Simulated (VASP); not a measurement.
VASP ran on this input.

File KPOINTS:
```
Automatic mesh
0
Gamma
7 7 10
0 0 0
```

### INCAR
```
ISMEAR = 1   ! Methfessel-Paxton
ISIF = 3   ! ions, shape and volume
NSW = 40   ! most ionic steps
LORBIT = 10
EDIFFG = -0.02
LWAVE = .FALSE.
NELM = 100
EDIFF = 1E-6
IBRION = 2
SYSTEM = CrO2
GGA = PE   ! PBE
SIGMA = 0.1   ! width (eV)
PREC = Accurate
LASPH = .TRUE.   ! aspherical one-centre terms
LCHARG = .FALSE.
MAGMOM = 2.1 2.1 -0.1 -0.1 -0.1 -0.1
ENCUT = 620
ISPIN = 2   ! spin-polarised
LMAXMIX = 4   ! l cut-off of mixed one-centre charges
ALGO = Normal   ! blocked Davidson
LREAL = .FALSE.
```

### POSCAR
```
CrO2
1
    4.4450202896    -0.0000000000     0.0000000000
    0.0000000000     4.4450202896     0.0000000000
    0.0000000000     0.0000000000     2.9239069993
Cr O
2 4
Direct
  0.0000000000   0.0000000000   0.0000000000
  0.5000000000   0.5000000000   0.5000000000
  0.3036153432   0.3036153432   0.0000000000
  0.8036153432   0.1963846568   0.5000000000
  0.1963846568   0.8036153432   0.5000000000
  0.6963846568   0.6963846568   0.0000000000
```

POTCAR, in this order: Cr_pv O (PBE.64 set). Program: vasp_std.

Problem. Translate this PBE calculation to Quantum ESPRESSO's pw.x.

Solution. One equivalent input (not run):
```
&CONTROL
  calculation = 'vc-relax'
  pseudo_dir = './pseudo'
  outdir = './out'
  tprnfor = .true.
  tstress = .true.
  nstep = 40
  forc_conv_thr = 0.00078
/
&SYSTEM
  ibrav = 0
  nat = 6
  ntyp = 2
  ecutwfc = 94
  occupations = 'smearing'
  smearing = 'methfessel-paxton'
  degauss = 0.00735
  input_dft = 'pbe'
  nspin = 2
  starting_magnetization(1) = 0.21
  starting_magnetization(2) = -0.01
/
&ELECTRONS
  conv_thr = 7.3e-08
  electron_maxstep = 100
/
&IONS
/
&CELL
/
ATOMIC_SPECIES
  Cr 51.996 Cr.upf
  O 15.999 O.upf
CELL_PARAMETERS angstrom
     4.4450203   -0.0000000    0.0000000
     0.0000000    4.4450203    0.0000000
     0.0000000    0.0000000    2.9239070
ATOMIC_POSITIONS crystal
  Cr   0.0000000  0.0000000  0.0000000
  Cr   0.5000000  0.5000000  0.5000000
  O    0.3036153  0.3036153  0.0000000
  O    0.8036153  0.1963847  0.5000000
  O    0.1963847  0.8036153  0.5000000
  O    0.6963847  0.6963847  0.0000000
K_POINTS automatic
  7 7 10 0 0 0
```
The two are equivalent in intent, not identical: the potentials are each code's own (VASP's PAW set, PseudoDojo norm-conserving files in pw.x), so ENCUT and ecutwfc are chosen apart and not converted; conv_thr bounds pw.x's estimated SCF error, while EDIFF bounds the energy change between steps; starting_magnetization is a fraction of the valence charge and MAGMOM a moment in μB, so they match only roughly; forc_conv_thr acts on force components and is met together with etot_conv_thr.

The compound is CrO2 in the rutile structure. It was relaxed first.
